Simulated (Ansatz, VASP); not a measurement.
## Cross-check of TePtPbSe3 (1T-PtSe2 under 1T-PbSeTe, AA') between VASP and Ansatz

Aim: how closely do two programs agree when they are given the same cell, functional and k mesh? Of the first pair: The structure shown is the start of the Ansatz relaxation below; VASP solves that cell, so the two are compared at the walk's first step.

Method: plane waves, with VASP 6.6.1 beside it; single point at PBE with D3(BJ), in Ansatz 0.2.0.

## 1. Set-up

The cell holds 6 atoms: 3 Se, 1 Pt, 1 Te and 1 Pb. Its edges and angles: a = 3.750 Å, b = 3.750 Å, c = 40.642 Å, α = 90.0°, β = 90.0°, γ = 120.0°. Vacuum lies along c. The height across the vacuum is the one that the program set for its solve, not the one typed.

## 2. Ansatz: relaxation, PBE with D3(BJ)

Ansatz runs on its default PAW (the set named soft_2) files.

The two programs are compared at the cell with which this relaxation starts, whose forces are those of its first step.

File input.yaml:

```yaml
crystal:
  lattice:
    - [3.749971, 0.0, 0.0]
    - [-1.8749855, 3.2475701495, 0.0]
    - [0.0, 0.0, 26.4210508988]
  atoms:
    - { symbol: Se, position: [0.6666666667, 0.3333333333, 0.3406374725] }
    - { symbol: Pt, position: [0.0, 0.0, 0.3835524536] }
    - { symbol: Se, position: [0.3333333333, 0.6666666667, 0.4264674346] }
    - { symbol: Te, position: [0.6666666667, 0.3333333333, 0.5475829804] }
    - { symbol: Pb, position: [0.3333333333, 0.6666666667, 0.6095257977] }
    - { symbol: Se, position: [0.0, 0.0, 0.6593625275] }
  periodic: [true, true, false]
kpoints:
  mp_grid: { grid: [12, 12, 1] }
hamiltonian:
  xc: pbe
  dispersion: d3bj
scf:
  occupations: { method: fermi_dirac, width: 0.05 }
  convergence: { dr2_threshold: 1.0e-09 }
relax:
  f_tol: 0.004
  max_steps: 90
  cell: {}
output:
  write_potential: true
  write_density: true
  volumetric_format: npy
```

On the command line:

```console
$ ansatz run input.yaml --threads 4 --pin off --max-ram 6144MiB --backend cpu --events-out ev --progress --plain --runs-dir out
```

Numbers of over 12 decimals in the logs are rounded to 6 here.

Log:

```text
Warning: crystal.periodic: the lattice vector that does not repeat stood 0.000° off the slab's normal, 26.421 Å along it as the deck builds it. The run solves the slab on a vector along the normal, 40.642 Å long, with every atom where it was (on the deck's vector they left 18.00 Å outside them, and the widest stretch free of ions among them is 3.20 Å). A fractional position that the run reports is one of the run's ce [...]
Warning: relax.cell: scf.convergence.dr2_threshold = 1e-9 eV is looser than the 1.76816359755e-10 eV advised for a relaxation that steers and ends on the stress (1e-10 eV for each atom of the cell: 6, times the square of relax.cell.stress_2d_tol = 0.05 N/m over 18.4 Å (the atoms' height at the walk's start and 5 Å past either face), 2.714e-2 GPa, over a crystal's default 0.05). What an SCF threshold leaves in a stress goes as its square root, and in the free energy as the threshold itself, and one threshold admits the most on a small cell: [figures from the program's tests cut] Set scf.convergence.dr2_threshold to 1.76816359755e-10 eV or tighter. [rest of the remark cut]
crystal.periodic: the lattice vector that does not repeat stood 0.000° off the slab's normal, 26.421 Å along it as the deck builds it. The run solves the slab on a vector along the normal, 40.642 Å long, with every atom where it was (on the deck's vector they left 18.00 Å outside them, and the widest stretch free of ions among them is 3.20 Å). A fractional position that the run reports is one of the run's cell, which [...]
Engine: ansatz 0.2.0, x86_64-unknown-linux-gnu
Pseudopotentials: kind: paw
Pseudopotential: Se, paw, valence charge 16, recommended cutoff 420 eV (normal), Se.paw.azcp
Pseudopotential: Pt, paw, valence charge 18, recommended cutoff 420 eV (normal), Pt.paw.azcp
Pseudopotential: Te, paw, valence charge 16, recommended cutoff 420 eV (normal), Te.paw.azcp
Pseudopotential: Pb, paw, valence charge 14, recommended cutoff 420 eV (normal), Pb.paw.azcp
Functional definition: PBE
  parameter kappa = 0.804
  parameter beta = 0.066725
[...]
SCF iter   2: F=—  HF=-47819.774456 eV  |F-HF|=—  |Δ(HF+E_count)|=   1.35e-2  Δρ=8.65e-6  dr2=5.39e-6  ethr=1.07e-8  ⟨swp⟩=4.4  Hψ=3354  notcnv=0  defer=4
SCF iter   3: F=—  HF=-47819.774576 eV  |F-HF|=—  |Δ(HF+E_count)|=   1.20e-4  Δρ=8.25e-6  dr2=4.75e-7  ethr=5.61e-9  ⟨swp⟩=2.9  Hψ=1757  notcnv=0  defer=4
SCF iter   4: F=—  HF=-47819.774631 eV  |F-HF|=—  |Δ(HF+E_count)|=   5.47e-5  Δρ=2.94e-6  dr2=1.76e-7  ethr=4.95e-10  ⟨swp⟩=3.1  Hψ=2142  notcnv=0  defer=4
SCF iter   5: F=—  HF=-47819.774632 eV  |F-HF|=—  |Δ(HF+E_count)|=   1.44e-6  Δρ=1.01e-6  dr2=1.02e-8  ethr=1.84e-10  ⟨swp⟩=2.9  Hψ=1578  notcnv=0  defer=4
SCF iter   6: F=-47819.774632 eV  HF=-47819.774632 eV  |F-HF|=3.18e-8  |Δ(HF+E_count)|=   1.02e-7  Δρ=2.75e-7  dr2=9.60e-10  ethr=1.04e-12  ⟨swp⟩=18.2  Hψ=10253  notcnv=0
SCF 11 converged in 6 iterations: F = -47819.774632 eV  dr2 = 9.60e-10
relax step  11: F+E_penalty+E_count = -47819.77463233 eV  Δ(F+E_penalty+E_count) = -7.029e-4 eV  max|allowed force component| = 6.287e-4 eV/Å  Δτ_max = 0.0000 Å  P = -0.007 N/m  Ω = 510.371 Å³  fix = [c, alpha, beta]  reactions: c -0.000 N/m  stress off target by 6.67e-3 N/m on what of the cell is left free  SCF on the basis re-selected at this cell (its energy is not comparable with the rows above)  (6 SCF iters)
basis re-selected at this cell: Δ(F+E_penalty+E_count) = -7.029e-4 eV, ΔP = -0.006 N/m vs the last step (what re-selecting the basis moved, of the pressure what is left beyond the Pulay correction that the steps carried, after the strain that the cell walked since its last selection, with what the two solves' SCF thresholds leave and, on support functions, any second-order correction that the steps lacked; it is no m [...]
WARN: The input density's exchange-correlation potential varies sharply where the density is thin. Do not read a vacuum level from v_tot or v_xc, or from such a field of the output density. On a cell that repeats whose density bears no net charge and no dipole along the vacuum's axis use v_es (v_loc + v_h of the components); under efield.dipole_correction with no amplitude use v_es + v_field, which holds any external [...]
SCF converged after 6 iterations
Free energy (F): -47819.774632 eV
Harris-Foulkes:  -47819.774632 eV  (|F-HF|=3.18e-8)
Internal energy: -47819.749954 eV  (E = F + TS)
E sigma→0 (E₀):  -47819.762293 eV
Entropy (-TS):   -0.024679 eV (-4.113 meV/atom)
Fermi energy:    -5.395029 eV
--- Per-component energies (eV) ---
  E_band       = -3191.909809
  E_kinetic    = 1460.745533
  E_local      = -435596.365789  (includes V_loc(G=0)·N_el)
  E_nonlocal   = -1545.181848
  E_hartree    = 216836.307146
  E_xc         = -918.178671
  E_vxc        = -832.298907  (∫ρ·V_xc dr)
  E_paw        = -30258.518647  (= ΣΔE_a)
  E_vpaw       = -351.431296  (= ΣTr[D̂ρ^β])
  E_aug_tail   = -0.001740  (compensation charges beyond the density's cutoff)
  E_ewald      = 202203.623545
  E_disp       = -2.179485  (pairwise vdW)
  E_smearing   = -0.024679  (= −TS)
  E_closure    = 0.000000  (closes the sum)
  Σ components = -47819.774632   (vs F -47819.774632, Δ=0.00e0)
--- Forces (eV/Å), atoms counted from 1 ---
  atom   1  Se    -0.00000000     0.00000000    -0.00031943
  atom   2  Pt    -0.00000000    -0.00000000    -0.00017724
  atom   3  Se     0.00000000     0.00000000    -0.00039397
  atom   4  Te    -0.00000000    -0.00000000    -0.00002181
  atom   5  Pb    -0.00000000    -0.00000000     0.00028644
  atom   6  Se    -0.00000000     0.00000000     0.00062927
  max |Σ_I F_I| component: 3.26e-6 eV/Å
--- 2D stress c σ (N/m, compression-positive) ---
       -0.006672      -0.000000       0.000000
        0.000000      -0.006672       0.000000
        0.000000       0.000000      -0.000000
  P = ½ c Tr σ = -0.0067 N/m
--- Band table (eV; the first three rows and the last of 19) ---
  k-point 0: bands = ["-104.1683", "-58.4313", "-58.4313", "-58.2924", "-53.6619", "-53.6549", "-53.6549", "-53.6317", "-53.6317", "-53.3510", "-53.3510", "-53.3036", "-53.3036", "-53.2862", "-52.3911", "-52.3805", "-52.3805", "-52.3427", "-52.3427", "-42.0581", "-42.0581", "-42.0344", "-42.0344", "-42.0296", "-21.8815", "-21.8815", "-21.8259", "-21.7706", "-21.7706", "-20.0650", "-18.7360", "-18.3589", "-16.7065", "-13.0103", "-11.0036", "-11.0036", "-10.8660", "-8.6346", "-8.6346", "-8.0982", "-6.9558", "-6.3275", "-6.3275", "-6.1687", "-5.5816", "-5.5816", "-4.5071", "-4.4556", "-4.4556", "-3.1427", "-3.1427", "-1.7336", "-0.9294", "-0.8551", "-0.4666", "-0.4666", "-0.1268", "0.1039"]
  k-point 1: bands = ["-104.1682", "-58.4317", "-58.4314", "-58.2924", "-53.6619", "-53.6549", "-53.6549", "-53.6317", "-53.6316", "-53.3510", "-53.3510", "-53.3036", "-53.3036", "-53.2862", "-52.3911", "-52.3805", "-52.3805", "-52.3427", "-52.3426", "-42.0581", "-42.0576", "-42.0346", "-42.0344", "-42.0293", "-21.8881", "-21.8735", "-21.8204", "-21.7792", "-21.7715", "-19.9962", "-18.6633", "-18.3495", "-16.6574", "-12.9851", "-11.0103", "-10.9585", "-10.8108", "-8.7540", "-8.7013", "-8.0178", "-7.3655", "-6.3553", "-6.3256", "-6.2158", "-5.9129", "-5.6844", "-4.8315", "-4.5605", "-4.3216", "-3.5266", "-3.2240", "-1.3932", "-1.0476", "-0.6988", "-0.4282", "-0.4134", "0.0031", "0.2061"]
  k-point 2: bands = ["-104.1682", "-58.4331", "-58.4318", "-58.2923", "-53.6618", "-53.6550", "-53.6548", "-53.6317", "-53.6316", "-53.3511", "-53.3510", "-53.3037", "-53.3036", "-53.2861", "-52.3911", "-52.3805", "-52.3805", "-52.3427", "-52.3425", "-42.0581", "-42.0563", "-42.0350", "-42.0346", "-42.0286", "-21.9088", "-21.8520", "-21.8088", "-21.7953", "-21.7734", "-19.7984", "-18.4614", "-18.3214", "-16.5114", "-12.9253", "-11.0113", "-10.8357", "-10.6703", "-9.1937", "-8.8443", "-7.9634", "-7.7764", "-7.0690", "-6.5877", "-6.4035", "-6.1310", "-5.9452", "-5.1244", "-4.8507", "-4.8013", "-3.8120", "-3.3809", "-1.7167", "-0.8569", "-0.4833", "-0.3489", "-0.0375", "0.2425", "0.5117"]
  k-point 18: bands = ["-104.1681", "-58.4364", "-58.4364", "-58.2919", "-53.6617", "-53.6552", "-53.6546", "-53.6317", "-53.6314", "-53.3512", "-53.3509", "-53.3039", "-53.3033", "-53.2860", "-52.3908", "-52.3806", "-52.3806", "-52.3423", "-52.3423", "-42.0540", "-42.0538", "-42.0363", "-42.0362", "-42.0254", "-21.9696", "-21.8537", "-21.7964", "-21.7934", "-21.7402", "-18.6080", "-18.2954", "-17.0476", "-15.4831", "-13.1789", "-11.3080", "-10.8699", "-10.6898", "-9.9115", "-9.2339", "-8.8914", "-8.8884", "-8.3680", "-8.3251", "-8.0449", "-7.1649", "-7.1579", "-7.0046", "-6.5147", "-5.6952", "-4.0145", "-3.9517", "-2.1925", "-2.1700", "-0.2336", "0.1522", "2.3747", "2.4918", "2.7146"]
  the weakly bound empty levels are not read free of the cell's end (no_gap_told)
--- Relaxed structure (10 steps of the walk, 10 accepted, 1 SCFs on fresh bases) ---
  F+E_penalty+E_count = -47819.77463233 eV   max|allowed force component| = 6.287e-4 eV/Å   (the final SCF, on the basis selected at the relaxed cell)
  cell:  # Å, volume = 510.3711 Å³
    - [3.807936, 0, 0]
    - [-1.903968, 3.297769, 0]
    - [0, 0, 40.642102]
  atoms:
    - { symbol: Se, position: [0.666667, 0.333333, 0.217615] }
    - { symbol: Pt, position: [-6.008020246451581e-19, 0, 0.248595] }
    - { symbol: Se, position: [0.333333, 0.666667, 0.280270] }
    - { symbol: Te, position: [0.666667, 0.333333, 0.339322] }
    - { symbol: Pb, position: [0.333333, 0.666667, 0.400630] }
    - { symbol: Se, position: [1.1090468627033554e-17, 0, 0.442471] }
```

## 3. VASP: single point, PBE with D3(BJ), start cell, pair 1

The same cell, functional, mesh and smearing now go to VASP, with its own data sets.

Lines of VASP's logs that name or quote its potential files are left out, and so is its time.

File INCAR:

```
SYSTEM = TePtPbSe3
PREC = Accurate
ENCUT = 400
EDIFF = 1E-06
NELM = 120
ISMEAR = -1
SIGMA = 0.05
LREAL = .FALSE.
ALGO = Normal
GGA = PE
IVDW = 12
NBANDS = 30
LASPH = .TRUE.
LORBIT = 11
LWAVE = .FALSE.
LCHARG = .FALSE.
ISIF = 2
LDIPOL = .TRUE.
IDIPOL = 3
DIPOL = 0.5 0.5 0.321
LVHAR = .TRUE.
GGA_COMPAT = .FALSE.
NELMDL = -8
KPAR = 2
```

File POSCAR:

```
TePtPbSe3
1.0
    3.7499710000      0.0000000000      0.0000000000
   -1.8749860000      3.2475700000      0.0000000000
    0.0000000000      0.0000000000     40.6421020000
Se Pt Te Pb
3 1 1 1
Direct
    0.6666666667      0.3333333333      0.2214452392
    0.3333333333      0.6666666667      0.2772425009
    0.0000000000      0.0000000000      0.4286454229
    0.0000000000      0.0000000000      0.2493438701
    0.6666666667      0.3333333333      0.3559785860
    0.3333333333      0.6666666667      0.3962470248
```

File KPOINTS:

```
Automatic mesh
0
Gamma
12 12 1
0 0 0
```

The projector-augmented-wave data sets are Se, Pt, Te and Pb_d (PBE family, release 64).

On the command line:

```console
$ mpirun -np 2 vasp_std
```

Log:

```text
[banner, memory and clock lines left out]
running    2 mpi-ranks, on    1 nodes
 distrk:  each k-point on    1 cores,    2 groups
 distr:  one band on    1 cores,    1 groups

 POSCAR found type information on POSCAR SePtTePb
 POSCAR found :  4 types and       6 ions
 LDA part: xc-table for (Slater+PW92), standard interpolation
 POSCAR, INCAR and KPOINTS ok, starting setup
 FFT: planning ... GRIDC
 FFT: planning ... GRID_SOFT
 FFT: planning ... GRID
 WAVECAR not read
 entering main loop
       N       E                     dE             d eps       ncg     rms          rms(c)
DAV:   1     0.390600915825E+03    0.39060E+03   -0.15787E+04  1308   0.998E+02
DAV:   2     0.223503770384E+02   -0.36825E+03   -0.35712E+03  1576   0.260E+02
DAV:   3    -0.208448860013E+02   -0.43195E+02   -0.42520E+02  1392   0.111E+02
DAV:   4    -0.225819802611E+02   -0.17371E+01   -0.17185E+01  1592   0.281E+01
DAV:   5    -0.226330996462E+02   -0.51119E-01   -0.51061E-01  1614   0.420E+00
DAV:   6    -0.226343377363E+02   -0.12381E-02   -0.12378E-02  1712   0.626E-01
DAV:   7    -0.226343618242E+02   -0.24088E-04   -0.24084E-04  1628   0.797E-02
DAV:   8    -0.226343624361E+02   -0.61192E-06   -0.61163E-06  1448   0.119E-02    0.172E+01
DAV:   9    -0.217718386456E+02    0.86252E+00   -0.69471E+00  1322   0.212E+01    0.110E+01
DAV:  10    -0.220487890271E+02   -0.27695E+00   -0.43570E+00  1416   0.171E+01    0.486E+00
DAV:  11    -0.234013226199E+02   -0.13525E+01   -0.17057E+01  1706   0.209E+01    0.128E+01
DAV:  12    -0.215182716008E+02    0.18831E+01   -0.11431E+01  1624   0.105E+01    0.251E+00
DAV:  13    -0.214577823482E+02    0.60489E-01   -0.43734E-01  1424   0.350E+00    0.135E+00
DAV:  14    -0.214902618091E+02   -0.32479E-01   -0.11324E-01  1528   0.172E+00    0.123E+00
[...]
DAV:  25    -0.214566095840E+02    0.40211E-04   -0.42213E-06  1312   0.180E-02    0.573E-02
DAV:  26    -0.214565723343E+02    0.37250E-04   -0.90696E-06  1426   0.180E-02    0.584E-02
DAV:  27    -0.214565023372E+02    0.69997E-04   -0.28957E-05  1754   0.471E-02    0.508E-02
DAV:  28    -0.214564830293E+02    0.19308E-04   -0.11651E-05  1546   0.202E-02    0.491E-02
DAV:  29    -0.214564576647E+02    0.25365E-04   -0.99911E-06  1346   0.348E-02    0.318E-02
DAV:  30    -0.214564519378E+02    0.57268E-05   -0.61827E-06  1354   0.155E-02    0.221E-02
DAV:  31    -0.214564480390E+02    0.38989E-05   -0.16490E-06  1088   0.139E-02    0.194E-02
DAV:  32    -0.214564470926E+02    0.94637E-06   -0.18709E-06  1122   0.109E-02
   1 F= -.23759483E+02 E0= -.23753264E+02  d E =-.124380E-01
```

Parts of OUTCAR (step 3):

```text
ion  position               nearest neighbor table
   1  0.667  0.333  0.221-   4 2.44   4 2.44   4 2.44
   2  0.333  0.667  0.277-   4 2.44   4 2.44   4 2.44
   3  0.000  0.000  0.429-   6 2.53   6 2.53   6 2.53
   4  0.000  0.000  0.249-   2 2.44   1 2.44   2 2.44   1 2.44   2 2.44   1 2.44
   5  0.667  0.333  0.356-   6 2.71   6 2.71   6 2.71
   6  0.333  0.667  0.396-   3 2.53   3 2.53   3 2.53   5 2.71   5 2.71   5 2.71

  LATTYP: Found a hexagonal cell.
 ALAT       =     3.7499710000
 C/A-ratio  =    10.8379776804

 Subroutine GETGRP returns: Found  6 space group operations
 (whereof  6 operations were pure point group operations)

The static configuration has the point symmetry C_3v.

 Found     19 irreducible k-points:

   k-points           NKPTS =     19   k-points in BZ     NKDIM =     19   number of bands    NBANDS=     30

   dimension x,y,z NGX =    24 NGY =   24 NGZ =  270
   dimension x,y,z NGXF=    48 NGYF=   48 NGZF=  540

   ENCUT  =  400.0 eV  29.40 Ry    5.42 a.u.   6.12  6.12 66.28*2*pi/ulx,y,z

   NELECT =      48.0000    total number of electrons

 k-points in reciprocal lattice and weights: Automatic mesh
   0.00000000  0.00000000  0.00000000       0.007
   0.08333333 -0.00000000  0.00000000       0.042
   0.16666667  0.00000000  0.00000000       0.042
   0.25000000  0.00000000  0.00000000       0.042
   0.33333333  0.00000000  0.00000000       0.042
   0.41666667  0.00000000  0.00000000       0.042
   0.50000000  0.00000000  0.00000000       0.021
   0.08333333  0.08333333  0.00000000       0.042
   0.16666667  0.08333333  0.00000000       0.083
[...]
0.33333333  0.25000000  0.00000000       0.083
   0.33333333  0.33333333  0.00000000       0.014

 dipolmoment           0.000000      0.000000      0.003148 electrons x Angstroem

 average (electrostatic) potential at core
       1 -60.6617       2 -60.7302       3 -60.3326       4 -76.8745       5 -96.1024
       6 -99.8359

 E-fermi :  -1.9110

 k-point     1 :       0.0000    0.0000    0.0000
  band No.  band energies     occupation
    ...
     18      -3.6825      2.00000
     19      -3.3389      2.00000
     20      -2.7924      2.00000
     21      -2.7924      2.00000
     22      -2.7511      2.00000
     23      -1.7871      0.15489
     24      -1.7871      0.15489
     25      -1.0303      0.00000
     26       0.7967      0.00000
     27       0.7967      0.00000
    ...

 k-point     2 :       0.0833   -0.0000    0.0000
  band No.  band energies     occupation
    ...
     19      -3.7347      2.00000
     20      -2.8078      2.00000
     21      -2.7557      2.00000
     22      -2.5682      2.00000
     23      -2.3282      1.99952
     24      -1.8220      0.28876
     25      -0.5907      0.00000
     26       0.2665      0.00000
     27       0.6579      0.00000
     28       1.3089      0.00000
    ...

 k-point     3 :       0.1667    0.0000    0.0000
  band No.  band energies     occupation
    ...
     20      -3.5416      2.00000
     21      -2.9430      2.00000
     22      -2.6987      2.00000
     23      -2.1716      1.98917
     24      -1.9314      1.20193
     25      -0.7138      0.00000
     26      -0.3437      0.00000
     27       0.4345      0.00000
     28       1.5178      0.00000
     29       2.8421      0.00000
    ...

 Edisp (eV)   -2.30304

  Total      18.06580    18.06580    18.96162    -0.00000    -0.00000     0.00000
  in kB      58.47972    58.47971    61.37950    -0.00001    -0.00000     0.00000
  external pressure =       59.45 kB  Pullay stress =        0.00 kB

  energy-cutoff  :      400.00
  volume of cell :      494.95
      direct lattice vectors                 reciprocal lattice vectors
     3.749971000  0.000000000  0.000000000     0.266668729  0.153961311  0.000000000
    -1.874986000  3.247570000  0.000000000     0.000000000  0.307922539  0.000000000
     0.000000000  0.000000000 40.642102000     0.000000000  0.000000000  0.024605027

 POSITION                                       TOTAL-FORCE (eV/Angst)
 -----------------------------------------------------------------------------------
      1.87499      1.08252      9.00000        -0.000000     -0.000000     -2.148561
     -0.00000      2.16505     11.26772         0.000000      0.000000      2.122035
      0.00000      0.00000     17.42105        -0.000000      0.000000      5.101841
      0.00000      0.00000     10.13386        -0.000000      0.000000      0.172564
      1.87499      1.08252     14.46772         0.000000      0.000000     -5.081121
     -0.00000      2.16505     16.10431         0.000000     -0.000000     -0.166758
 -----------------------------------------------------------------------------------
    total drift:                                0.000001     -0.000000      0.000711

  FREE ENERGIE OF THE ION-ELECTRON SYSTEM (eV)
  ---------------------------------------------------
  free  energy   TOTEN  =       -23.7594829167 eV

  energy  without entropy=      -23.7470448845  energy(sigma->0) =      -23.75326390

 vacuum level on the upper side and lower side of the slab         3.309         3.260

 total charge
# of ion       s       p       d       tot
------------------------------------------
    1        1.477   2.298   0.077   3.851
    2        1.480   2.289   0.080   3.850
    3        1.488   2.441   0.047   3.975
    4        0.723   0.818   8.082   9.623
    5        1.410   2.072   0.052   3.534
    6        1.212   1.133   9.970  12.314
--------------------------------------------------
tot          7.789  11.050  18.308  37.148

[... 3 further parts left out ...]
```

## 4. Comparison

Known differences besides the potentials themselves: Ansatz cuts the interaction across the vacuum, VASP repeats the sheet with a dipole correction; the data sets hold 96 valence electrons in Ansatz (on its default PAW (the set named soft_2) files) and 48 in VASP; the cutoff is 420 eV in Ansatz and 400 eV in VASP. Total energies have different zeros and are not compared.

Forces (eV/Å; atoms numbered as in POSCAR):

```
atom        Ansatz x, y, z          VASP x, y, z
 Se1  0.000, 0.000, -2.142  0.000, 0.000, -2.149
 Se2   0.000, 0.000, 2.114   0.000, 0.000, 2.122
 Se3   0.000, 0.000, 5.073   0.000, 0.000, 5.102
 Pt4   0.000, 0.000, 0.173   0.000, 0.000, 0.173
 Te5  0.000, 0.000, -5.049  0.000, 0.000, -5.081
 Pb6  0.000, 0.000, -0.169  0.000, 0.000, -0.167
```

The forces differ by 10 meV/Å r.m.s., which is 0.6 % of the r.m.s. force of 1.841 eV/Å (both taken over all components). With vacuum in the cell, a pressure given here is an average over mostly empty space and none of the material.

(Part 1 of 2 ends here.)

[Lines on the potential files, build, host, timing and source positions are cut from VASP's logs without a mark.]

[Logs are printed without paths, hosts, clocks, repeated set-up lines and the standing remarks that a program may print on its own settings, such as how far it seeks lower states.]

[Hosts, paths, dates, database ids (printed as entryN), source tags and the programs' standing remarks are cut or masked in the printed files.]
